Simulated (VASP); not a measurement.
Input:

```yaml
crystal:
  lattice:
    - [6.14448, -1.52394, -0.00061]
    - [6.14448, 1.52394, -0.00061]
    - [-1.38565, 0.00000, 5.65451]
  atoms:
    - { symbol: Ga, position: [0.34117, 0.34117, 0.68511] }
    - { symbol: Ga, position: [0.65883, 0.65883, 0.31489] }
    - { symbol: Ga, position: [0.90952, 0.90952, 0.20516] }
    - { symbol: Ga, position: [0.09048, 0.09048, 0.79484] }
    - { symbol: O, position: [0.50354, 0.50354, 0.74362] }
    - { symbol: O, position: [0.49646, 0.49646, 0.25638] }
    - { symbol: O, position: [0.82663, 0.82663, 0.43694] }
    - { symbol: O, position: [0.17337, 0.17337, 0.56306] }
    - { symbol: O, position: [0.16452, 0.16452, 0.10928] }
    - { symbol: O, position: [0.83548, 0.83548, 0.89072] }
```

These are r2SCAN meta-GGA, VASP's PBE PAW potentials (set 64) (plane waves; VASP) values and carry that method's errors. Numerical set-up: 520 eV cut-off, 8×8×5 Γ-centred mesh, tetrahedra with Blöchl corrections, potentials Ga_d O.

The path is coarsely sampled, so an indirect gap can come out somewhat too large.

Task: Tabulate the total density of states (states/eV per cell) against energy (eV; zero at the valence-band maximum or, without a gap, the Fermi level).

Result: 
(E (eV), DOS (states/eV)): (-9.97, 0.00); (-9.73, 0.00); (-9.61, 0.00); (-9.37, 0.00); (-9.13, 0.00); (-8.89, 0.00); (-8.77, 0.00); (-8.53, 0.00); (-8.29, 0.00); (-8.17, 0.00); (-7.93, 0.00); (-7.69, 0.00); (-7.45, 0.00); (-7.33, 0.00); (-7.09, 0.00); (-6.85, 1.03); (-6.61, 2.86); (-6.49, 3.10); (-6.25, 3.95); (-6.01, 4.67); (-5.89, 4.42); (-5.65, 4.04); (-5.41, 2.33); (-5.17, 2.84); (-5.05, 3.60); (-4.81, 3.14); (-4.57, 2.82); (-4.45, 3.43); (-4.21, 3.56); (-3.97, 4.56); (-3.73, 4.46); (-3.61, 4.74); (-3.37, 6.74); (-3.13, 6.07); (-2.89, 5.16); (-2.77, 6.49); (-2.53, 5.36); (-2.29, 6.91); (-2.17, 9.76); (-1.93, 7.06); (-1.69, 3.04); (-1.45, 8.73); (-1.33, 8.52); (-1.09, 8.68); (-0.85, 10.1); (-0.73, 10.8); (-0.49, 9.55); (-0.25, 4.80); (-0.01, 0.95); (0.11, 0.00); (0.35, 0.00); (0.59, 0.00); (0.83, 0.00); (0.95, 0.00); (1.19, 0.00); (1.43, 0.00); (1.55, 0.00); (1.79, 0.00); (2.03, 0.00); (2.27, 0.00); (2.39, 0.00); (2.63, 0.00); (2.87, 0.00); (2.99, 0.00); (3.23, 0.03); (3.47, 0.07); (3.71, 0.12); (3.83, 0.15); (4.07, 0.20); (4.31, 0.24); (4.55, 0.30); (4.67, 0.34); (4.91, 0.47); (5.15, 0.59); (5.27, 0.59); (5.51, 0.62); (5.75, 0.72); (5.99, 1.09); (6.11, 1.44); (6.35, 1.98)
Within 2 eV below the valence-band maximum the largest weight inside VASP's projection spheres is O p.

The structure comes from a computed database's Ga2O3 entry (C2/m); how it stands against other phases isn't given here. It was relaxed first.
